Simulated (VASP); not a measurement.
Here is the system:

```
CELL_PARAMETERS angstrom
      0.00000     3.20223     3.20223
      3.20223     0.00000     3.20223
      3.20223     3.20223     0.00000
ATOMIC_POSITIONS crystal
  Sn 0.00000 0.00000 0.00000
  Te 0.50000 0.50000 0.50000
```

All values below come from PBE GGA, VASP's PBE PAW potentials (set 64) (plane waves; VASP). Run with 500 eV cut-off, 7×7×7 Γ-centred mesh, Gaussian smearing of 0.050 eV, potentials Sn_d Te.

Energy and stress use the plane-wave basis of the starting cell.

Q: The ions, cell shape and volume at an external pressure of 5.0 GPa are relaxed. Which structure does the run end with?

A: 
```
CELL_PARAMETERS angstrom
      0.00000     3.09888     3.09888
      3.09888     0.00000     3.09888
      3.09888     3.09888     0.00000
ATOMIC_POSITIONS crystal
  Sn 0.00000 0.00000 0.00000
  Te 0.50000 0.50000 0.50000
```
Space group Fm-3m (225), at a tolerance of 0.03 Å.

Q: How do energy and volume change from the first to the last step?

A: The energy (σ→0) changes by +43.9 meV/atom and the volume by -9.4 %, in 3 ionic steps.

The compound is SnTe in the rock salt structure, which distorts at low temperature. This run relaxes it under an external pressure of 5 GPa. Symmetry was kept, so distortions that lower it aren't found.
